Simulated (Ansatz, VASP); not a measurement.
# AlN: VASP beside Ansatz

One calculation is typed for both programs; each brings its own data sets. How far apart do they land? The structure shown is the end of the Ansatz relaxation below.

Calculated with Ansatz 0.2.0; plane waves, with VASP 6.6.1 beside it; single point at r2SCAN.

**1. Starting point**

It takes space group P6_3mc (No. 186, hexagonal). Conventional cell: a = 3.092 Å, b = 3.092 Å, c = 4.950 Å, α = 90.00°, β = 90.00°, γ = 120.00°. Al has 4 N at 1.88 to 1.89 Å nearest. Nearest to N lie 4 Al at 1.88 to 1.89 Å. Farther neighbours and most contacts between anions are not listed.

**2. Ansatz: relaxation, r2SCAN**

Ansatz runs on its default PAW (the set named soft_2) files.

This run makes the geometry at which the two programs are then compared.

Contents of input.yaml:

```yaml
crystal:
  lattice:
    - [3.0910909796, 0.0, 0.0]
    - [-1.5455454898, 2.6769633138, 0.0]
    - [0.0, 0.0, 4.9535032594]
  atoms:
    - { symbol: Al, position: [0.3333333333, 0.6666666667, -0.0008009709] }
    - { symbol: Al, position: [0.6666666667, 0.3333333333, 0.4991990291] }
    - { symbol: "N", position: [0.3333333333, 0.6666666667, 0.3808009709] }
    - { symbol: "N", position: [0.6666666667, 0.3333333333, 0.8808009709] }
kpoints:
  mp_grid: { grid: [9, 9, 4] }
hamiltonian:
  xc: r2scan
scf:
  occupations: { method: fixed }
output:
  forces: true
  stress: true
  eigenvalues: true
relax:
  adjacent_minimum: "off"
  f_tol: 0.001
  max_steps: 60
  cell: { stress_tol: 0.01, fix: [volume] }
```

Launch:

```bash
> ansatz run input.yaml --threads 4 --pin off --max-ram 7168MiB --backend cpu --events-out ev --progress --plain --runs-dir out
```

Numbers of over 12 decimals in the logs are rounded to 6 here.

What it wrote:

```text
Engine: ansatz 0.2.0, aarch64-unknown-linux-gnu
Pseudopotentials: kind: paw
Pseudopotential: Al, paw, valence charge 3, recommended cutoff 500 eV (meta_gga), Al.paw.azcp
Pseudopotential: N, paw, valence charge 5, recommended cutoff 500 eV (meta_gga), N.paw.azcp
Functional definition: r2SCAN
  parameter k0 = 0.174
  parameter k1 = 0.065
  parameter a1 = 4.9479
  exchange = r2scan_x(k0 = k0, k1 = k1, a1 = a1)
  correlation = r2scan_c
Crystal: 4 atoms, lattice volume = 40.989 Å³
Basis set: ecut = 500 eV, 1087 PW (Γ), exchange–correlation on 96×96×160 points (64 copies of the dense FFT grid, shifted against one another)
Bands: 12, of which v1, the nominal top of the filled ones, is band 8 counted from 1 (7 counted from 0)
Symmetry: 12 space group operations
Space group: P63mc (ITA 186), of the structure as read, at distance tolerance 3.4e-5 Å
k-points: 36 of 324 (time reversal used)
Non-local potential: Al, projectors of the file, l = 0: 2, l = 1: 2, l = 2: 1
Non-local potential: N, projectors of the file, l = 0: 2, l = 1: 2, l = 2: 1
PAW form: soft (Blöchl's): semilocal exchange-correlation on the pseudo side does not see the compensation charge
PAW frozen core: Al, regenerated for the run's functional (the file was generated under x = pbe(κ = 0.804, μ = 0.219515), c = pbe(β = 0.066725))
PAW frozen core: N, regenerated for the run's functional (the file was generated under x = pbe(κ = 0.804, μ = 0.219515), c = pbe(β = 0.066725))
PAW one-centre angular grid: Al, 302 points (default); XC on 160 Gauss nodes
PAW one-centre angular grid: N, 302 points (default); XC on 160 Gauss nodes
Initial density: superposition of atomic densities (neutral atoms: chi_scale 0, normalization atom), corrected by the library's trained network
Initial wavefunctions: pseudopotential atomic-orbital guess
Functional: x = r2scan, c = r2scan; τ floored in thin density (d = 2e-4 eV/Å³)
SCF iter   1: F=—  HF=-1856.818283 eV  |F-HF|=—  |Δ(HF+E_count)|=         —  Δρ=6.54e-3  dr2=1.70e-2  dr2_τ=3.26e-1  ethr=1.77e-3  ⟨swp⟩=5.0  Hψ=2415  notcnv=0  defer=71
preconditioner: auto → none  [insulator: Δε(μ)=4.919 eV  Ē_g=14.353 eV  n_scr=2 (ndim 8)  ℏωp=23.2 eV  f_vac=0.000  ε∞_Penn≈3.6]
SCF iter   2: F=—  HF=-1856.964384 eV  |F-HF|=—  |Δ(HF+E_count)|=   1.46e-1  Δρ=4.51e-3  dr2=3.78e-3  dr2_τ=2.76e-4  ethr=1.06e-4  ⟨swp⟩=2.9  Hψ=1137  notcnv=0  defer=72
SCF iter   3: F=—  HF=-1856.964064 eV  |F-HF|=—  |Δ(HF+E_count)|=   3.20e-4  Δρ=6.06e-4  dr2=1.07e-4  dr2_τ=5.53e-5  ethr=2.36e-5  ⟨swp⟩=2.0  Hψ=504  notcnv=0  defer=72
SCF iter   4: F=—  HF=-1856.964057 eV  |F-HF|=—  |Δ(HF+E_count)|=   6.55e-6  Δρ=1.71e-4  dr2=1.23e-5  dr2_τ=7.46e-7  ethr=6.72e-7  ⟨swp⟩=2.0  Hψ=677  notcnv=0  defer=70
SCF iter   5: F=—  HF=-1856.964056 eV  |F-HF|=—  |Δ(HF+E_count)|=   1.45e-6  Δρ=5.71e-5  dr2=1.57e-6  dr2_τ=1.37e-7  ethr=7.71e-8  ⟨swp⟩=2.0  Hψ=709  notcnv=0  defer=4
SCF iter   6: F=—  HF=-1856.964056 eV  |F-HF|=—  |Δ(HF+E_count)|=   4.62e-8  Δρ=2.86e-5  dr2=3.93e-7  dr2_τ=6.88e-9  ethr=9.83e-9  ⟨swp⟩=2.0  Hψ=662  notcnv=0  defer=4
SCF iter   7: F=-1856.964056 eV  HF=-1856.964056 eV  |F-HF|=1.74e-8  |Δ(HF+E_count)|=   5.13e-8  Δρ=8.07e-6  dr2=3.11e-8  dr2_τ=6.44e-10  ethr=6.25e-10  ⟨swp⟩=6.1  Hψ=2338  notcnv=0
SCF 1 converged in 7 iterations: F = -1856.964056 eV  dr2 = 3.11e-8
  greatest PAW one-centre occupation: 0.795 electrons in one spin orbital (limit 2), on the N atom at site 2 (counted from 0), in its partial waves of l = 0
relax step   1: F+E_penalty+E_count = -1856.96405574 eV  Δ(F+E_penalty+E_count) = +0.000e0 eV  max|allowed force component| = 7.072e-3 eV/Å  Δτ_max = 0.0000 Å  P = +3.285 GPa  Ω = 40.989 Å³  fix = [volume]  reactions: volume +3.285 GPa  (7 SCF iters, dr2 threshold 1.00e-7 eV, accepted)
[...]
relax step   2: F+E_penalty+E_count = -1856.96408190 eV  Δ(F+E_penalty+E_count) = -2.616e-5 eV  max|allowed force component| = 5.051e-3 eV/Å  Δτ_max = 0.0004 Å  P = +3.275 GPa  Ω = 40.989 Å³  energy of the carried Pulay correction = +6.411e-17 eV  fix = [volume]  reactions: volume +3.275 GPa  (3 SCF iters, dr2 threshold 5.67e-8 eV, accepted)
[...]
relax step   3: F+E_penalty+E_count = -1856.96408487 eV  Δ(F+E_penalty+E_count) = -2.966e-6 eV  max|allowed force component| = 2.947e-3 eV/Å  Δτ_max = 0.0002 Å  P = +3.271 GPa  Ω = 40.989 Å³  energy of the carried Pulay correction = +2.126e-16 eV  fix = [volume]  reactions: volume +3.271 GPa  (4 SCF iters, dr2 threshold 1.59e-9 eV, accepted)
[...]
relax step   4: F+E_penalty+E_count = -1856.96408552 eV  Δ(F+E_penalty+E_count) = -6.505e-7 eV  max|allowed force component| = 6.083e-5 eV/Å  Δτ_max = 0.0001 Å  P = +3.270 GPa  Ω = 40.989 Å³  energy of the carried Pulay correction = +1.991e-16 eV  fix = [volume]  reactions: volume +3.270 GPa  (3 SCF iters, dr2 threshold 1.56e-9 eV, accepted)
[...]
relax step   5: F+E_penalty+E_count = -1856.96408757 eV  Δ(F+E_penalty+E_count) = -2.049e-6 eV  max|allowed force component| = 3.704e-5 eV/Å  Δτ_max = 0.0000 Å  P = +3.270 GPa  Ω = 40.989 Å³  fix = [volume]  reactions: volume +3.270 GPa  stress off target by 2.19e-3 GPa on what of the cell is left free  SCF on the basis re-selected at this cell (its energy is not comparable with the rows above)  (4 SCF iters)
basis re-selected at this cell: Δ(F+E_penalty+E_count) = -2.049e-6 eV, ΔP = -0.000 GPa vs the last step (what re-selecting the basis moved, of the pressure what is left beyond the Pulay correction that the steps carried, after the strain that the cell walked since its last selection, with what the two solves' SCF thresholds leave and, on support functions, any second-order correction that the steps lacked; it is no m [...]
SCF converged after 4 iterations
Free energy (F): -1856.964088 eV
Harris-Foulkes:  -1856.964088 eV  (|F-HF|=6.82e-13)
Internal energy: -1856.964088 eV  (E = F + TS)
E sigma→0 (E₀):  -1856.964088 eV
Fermi energy:    7.097798 eV
--- Per-component energies (eV) ---
  E_band       = 25.217021
  E_kinetic    = 322.754828
  E_local      = -445.981753  (includes V_loc(G=0)·N_el)
  E_nonlocal   = 108.830446
  E_hartree    = 156.568542
  E_xc         = -198.240142
  E_vxc        = -239.035841  (∫ρ·V_xc dr)
  E_paw        = -1205.155439  (= ΣΔE_a)
  E_vpaw       = -47.299908  (= ΣTr[D̂ρ^β])
  E_aug_tail   = 0.000038  (compensation charges beyond the density's cutoff)
  E_vtau       = 12.812123  (kinetic-family band-sum trace: ∫τ·v_τ [+ j·A + Jᵃ·Aᵃ] dr)
  E_ewald      = -595.561264
  E_core_change = -0.179345  (= ΣΔE_core)
  E_smearing   = -0.000000  (= −TS)
  E_closure    = 0.000000  (closes the sum)
  Σ components = -1856.964088   (vs F -1856.964088, Δ=0.00e0)
--- Forces (eV/Å), atoms counted from 1 ---
  atom   1  Al    -0.00000000    -0.00000000    -0.00002499
  atom   2  Al    -0.00000000     0.00000000    -0.00002499
  atom   3  N      0.00000000     0.00000000    -0.00009907
  atom   4  N      0.00000000    -0.00000000    -0.00009907
  max |Σ_I F_I| component: 2.48e-4 eV/Å
--- Stress (GPa, compression-positive) ---
        3.271428       0.000000       0.000000
        0.000000       3.271428       0.000000
        0.000000       0.000000       3.268150
  P = ⅓ Tr σ = 3.2703 GPa (32.703 kbar)
--- Band table (eV; the first three rows and the last of 36) ---
  k-point 0: bands = [... 4 lower, 6.1905, 6.8594, 6.8594, 7.0978, 12.1105, 14.7465, 18.8296, 19.2456]
  k-point 1: bands = [... 4 lower, 6.2837, 6.2837, 6.7566, 6.7566, 13.0771, 14.8484, 18.4778, 19.1998]
  k-point 2: bands = [... 4 lower, 6.5152, 6.5152, 6.5152, 6.5152, 14.4569, 14.4569, 18.5437, 18.5437]
  k-point 35: bands = [... 4 lower, 3.1132, 3.1132, 6.2786, 6.2786, 15.3010, 15.3010, 15.8317, 15.8317]
--- Relaxed structure (4 steps of the walk, 4 accepted, 1 SCFs on fresh bases) ---
  F+E_penalty+E_count = -1856.96408757 eV   max|allowed force component| = 3.704e-5 eV/Å   (the final SCF, on the basis selected at the relaxed cell)
  cell:  # Å, volume = 40.9889 Å³
    - [3.092133, 0, 0]
    - [-1.546067, 2.677866, 0]
    - [0, 0, 4.950165]
  atoms:
    - { symbol: Al, position: [0.333333, 0.666667, -0.000948282] }
    - { symbol: Al, position: [0.666667, 0.333333, 0.499052] }
    - { symbol: N, position: [0.333333, 0.666667, 0.380948] }
    - { symbol: N, position: [0.666667, 0.333333, 0.880948] }
```

**3. VASP: single point, r2SCAN, pair 1**

The same cell, functional and mesh now go to VASP, with its own data sets.

Lines of VASP's logs that name or quote its potential files are left out, and so is its time.

Contents of INCAR:

```
SYSTEM = AlN
PREC = Accurate
ENCUT = 660
EDIFF = 1E-06
NELM = 120
ISMEAR = 0
SIGMA = 0.01
LREAL = .FALSE.
ALGO = Normal
METAGGA = R2SCAN
LASPH = .TRUE.
NBANDS = 14
LORBIT = 11
LWAVE = .FALSE.
LCHARG = .FALSE.
ISIF = 2
GGA_COMPAT = .FALSE.
EFERMI = MIDGAP
LMIXTAU = .TRUE.
KPAR = 2
```

Contents of POSCAR:

```
AlN
1.0
    3.0921331015      0.0000000000      0.0000000000
   -1.5460665507      2.6778658177      0.0000000000
    0.0000000000      0.0000000000      4.9501649271
Al N
2 2
Direct
    0.3333333334      0.6666666668      0.9990517180
    0.6666666668      0.3333333334      0.4990517180
    0.3333333334      0.6666666668      0.3809482820
    0.6666666668      0.3333333334      0.8809482820
```

Contents of KPOINTS:

```
Automatic mesh
0
Gamma
9 9 4
0 0 0
```

Potentials, in the order of the species: Al and N (PBE family, release 64).

Launch:

```bash
> mpirun -np 2 vasp_std
```

What it wrote:

```text
[banner, memory and clock lines left out]
running    2 mpi-ranks, on    1 nodes
 distrk:  each k-point on    1 cores,    2 groups
 distr:  one band on    1 cores,    1 groups

 POSCAR found type information on POSCAR AlN
 POSCAR found :  2 types and       4 ions
|                                                                             |
|               ----> ADVICE to this user running VASP <----                  |
|                                                                             |
|     You enforced a specific xc type in the INCAR file but a different       |
|     [... a line on the potential file left out ...]
|     I HOPE YOU KNOW WHAT YOU ARE DOING!                                     |
|                                                                             |

 LDA part: xc-table for (None), standard interpolation
 POSCAR, INCAR and KPOINTS ok, starting setup
 FFT: planning ... GRIDC
 FFT: planning ... GRID_SOFT
 FFT: planning ... GRID
 WAVECAR not read
 entering main loop
       N       E                     dE             d eps       ncg     rms          rms(c)
DAV:   1     0.488055083309E+02    0.48806E+02   -0.88269E+03  1008   0.129E+03
DAV:   2    -0.422616816048E+02   -0.91067E+02   -0.83472E+02  1470   0.255E+02
DAV:   3    -0.471029721830E+02   -0.48413E+01   -0.48205E+01  1368   0.595E+01
DAV:   4    -0.471427837451E+02   -0.39812E-01   -0.39806E-01  1176   0.639E+00
DAV:   5    -0.471433255850E+02   -0.54184E-03   -0.54180E-03  1362   0.743E-01    0.127E+01
DAV:   6    -0.389685211233E+02    0.81748E+01   -0.11492E+01  1260   0.269E+01    0.566E+00
DAV:   7    -0.379374682186E+02    0.10311E+01   -0.10130E+00  1104   0.913E+00    0.316E+00
DAV:   8    -0.400865301989E+02   -0.21491E+01   -0.10824E+00  1236   0.108E+01    0.224E+00
DAV:   9    -0.382324103982E+02    0.18541E+01   -0.77067E-01  1044   0.102E+01    0.544E-01
DAV:  10    -0.382080615831E+02    0.24349E-01   -0.71676E-02  1146   0.302E+00    0.533E-01
DAV:  11    -0.383023264129E+02   -0.94265E-01   -0.18901E-02  1056   0.129E+00    0.407E-01
DAV:  12    -0.384078729423E+02   -0.10555E+00   -0.23707E-02  1008   0.177E+00    0.249E-01
DAV:  13    -0.384464478355E+02   -0.38575E-01   -0.17924E-02  1032   0.128E+00    0.114E-01
DAV:  14    -0.384471091184E+02   -0.66128E-03   -0.15069E-03  1140   0.477E-01    0.975E-02
DAV:  15    -0.384486783080E+02   -0.15692E-02   -0.67817E-04  1206   0.349E-01    0.669E-02
DAV:  16    -0.384488371569E+02   -0.15885E-03   -0.11144E-04  1116   0.144E-01    0.286E-02
DAV:  17    -0.384488298940E+02    0.72629E-05   -0.15188E-05  1290   0.431E-02    0.113E-02
DAV:  18    -0.384488480199E+02   -0.18126E-04   -0.50684E-06  1104   0.302E-02    0.111E-02
DAV:  19    -0.384488426064E+02    0.54135E-05   -0.31503E-06  1200   0.224E-02    0.640E-03
DAV:  20    -0.384488464683E+02   -0.38619E-05   -0.11511E-06   834   0.138E-02    0.153E-03
DAV:  21    -0.384488443162E+02    0.21521E-05   -0.21074E-07   600   0.463E-03    0.156E-03
DAV:  22    -0.384488458214E+02   -0.15052E-05   -0.99922E-08   558   0.373E-03    0.404E-04
DAV:  23    -0.384488456484E+02    0.17302E-06   -0.94323E-09   552   0.140E-03
   1 F= -.38448846E+02 E0= -.38448846E+02  d E =0.000000E+00
```

Parts of OUTCAR (step 3):

```text
ion  position               nearest neighbor table
   1  0.333  0.667  0.999-   4 1.88   4 1.88   4 1.88   3 1.89   2 3.05   2 3.05   2 3.05   2 3.05
                             2 3.05   2 3.05
   2  0.667  0.333  0.499-   3 1.88   3 1.88   3 1.88   4 1.89   1 3.05   1 3.05   1 3.05   1 3.05
                             1 3.05   1 3.05
   3  0.333  0.667  0.381-   2 1.88   2 1.88   2 1.88   1 1.89
   4  0.667  0.333  0.881-   1 1.88   1 1.88   1 1.88   2 1.89

  LATTYP: Found a hexagonal cell.
 ALAT       =     3.0921331015
 C/A-ratio  =     1.6008899891

 Subroutine GETGRP returns: Found 12 space group operations
 (whereof  6 operations were pure point group operations)

The static configuration has the point symmetry C_3v.
 The point group associated with its full space group is C_6v.

 Found     36 irreducible k-points:

   k-points           NKPTS =     36   k-points in BZ     NKDIM =     36   number of bands    NBANDS=     14

   dimension x,y,z NGX =    28 NGY =   28 NGZ =   42
   dimension x,y,z NGXF=    56 NGYF=   56 NGZF=   84

   ENCUT  =  660.0 eV  48.51 Ry    6.96 a.u.   6.48  6.48 10.37*2*pi/ulx,y,z

   NELECT =      16.0000    total number of electrons

 k-points in reciprocal lattice and weights: Automatic mesh
   0.00000000  0.00000000  0.00000000       0.003
   0.11111111  0.00000000  0.00000000       0.019
   0.22222222  0.00000000  0.00000000       0.019
   0.33333333  0.00000000  0.00000000       0.019
   0.44444444  0.00000000  0.00000000       0.019
   0.11111111  0.11111111  0.00000000       0.019
   0.22222222  0.11111111  0.00000000       0.037
   0.33333333  0.11111111  0.00000000       0.037
   0.44444444  0.11111111  0.00000000       0.019
[...]
0.33333333  0.22222222  0.50000000       0.037
   0.33333333  0.33333333  0.50000000       0.006

 average (electrostatic) potential at core
       1 -74.3093       2 -74.3093       3 -62.5594       4 -62.5594

 E-fermi :   8.5985

 k-point     1 :       0.0000    0.0000    0.0000
  band No.  band energies     occupation
    ...
      4       5.1653      2.00000
      5       5.1653      2.00000
      6       5.8322      2.00000
      7       5.8322      2.00000
      8       6.0718      2.00000
      9      11.1253      0.00000
     10      13.7334      0.00000
     11      17.8173      0.00000
     12      18.2107      0.00000
     13      18.2107      0.00000
    ...

 k-point     2 :       0.1111    0.0000    0.0000
  band No.  band energies     occupation
    ...
      4       4.4599      2.00000
      5       4.9616      2.00000
      6       5.1662      2.00000
      7       5.8063      2.00000
      8       5.9991      2.00000
      9      11.8066      0.00000
     10      14.3519      0.00000
     11      17.0306      0.00000
     12      17.2734      0.00000
     13      18.6964      0.00000
    ...

 k-point     3 :       0.2222    0.0000    0.0000
  band No.  band energies     occupation
    ...
      4       2.9351      2.00000
      5       3.8880      2.00000
      6       4.5430      2.00000
      7       5.6766      2.00000
      8       5.7316      2.00000
      9      12.9396      0.00000
     10      14.7907      0.00000
     11      15.3197      0.00000
     12      16.9908      0.00000
     13      18.8715      0.00000
    ...

  Total        0.7484004      0.7484004      0.7474157      0.0000000      0.0000000      0.0000000
  in kB       29.2535058     29.2535058     29.2150159      0.0000000      0.0000000      0.0000000
  external PRESSURE =      29.2406758 kB  Pullay stress =       0.0000000 kB

  energy-cutoff  :      660.00
  volume of cell :       40.99
      direct lattice vectors                 reciprocal lattice vectors
     3.092133101  0.000000000  0.000000000     0.323401344  0.186715853  0.000000000
    -1.546066551  2.677865818  0.000000000     0.000000000  0.373431706  0.000000000
     0.000000000  0.000000000  4.950164927     0.000000000  0.000000000  0.202013471

 POSITION                                       TOTAL-FORCE (eV/Angst)
 -----------------------------------------------------------------------------------
      0.00000      1.78524      4.94547         0.000000      0.000000      0.002085
      1.54607      0.89262      2.47039         0.000000      0.000000      0.002085
      0.00000      1.78524      1.88576         0.000000     -0.000000     -0.002085
      1.54607      0.89262      4.36084        -0.000000      0.000000     -0.002085
 -----------------------------------------------------------------------------------
    total drift:                               -0.000000     -0.000000      0.011921

  FREE ENERGIE OF THE ION-ELECTRON SYSTEM (eV)
  ---------------------------------------------------
  free  energy   TOTEN  =       -38.4488456484 eV

  energy  without entropy=      -38.4488456484  energy(sigma->0) =      -38.44884565

 total charge
# of ion       s       p       d       tot
------------------------------------------
    1        0.370   0.458   0.000   0.828
    2        0.370   0.458   0.000   0.828
    3        1.229   2.680   0.000   3.909
    4        1.229   2.680   0.000   3.909
--------------------------------------------------
tot          3.197   6.276   0.000   9.474

[... 3 further parts left out ...]
```

The run ends at a pressure of 2.92 GPa, with forces up to 0.0021 eV/Å.

(Part 1 of 2 ends here.)

[Lines on the potential files, build, host, timing and source positions are cut from VASP's logs without a mark.]

[Logs are printed without paths, hosts, clocks, repeated set-up lines and the standing remarks that a program may print on its own settings, such as how far it seeks lower states.]

[Hosts, paths, dates, database ids (printed as entryN), source tags and the programs' standing remarks are cut or masked in the printed files.]
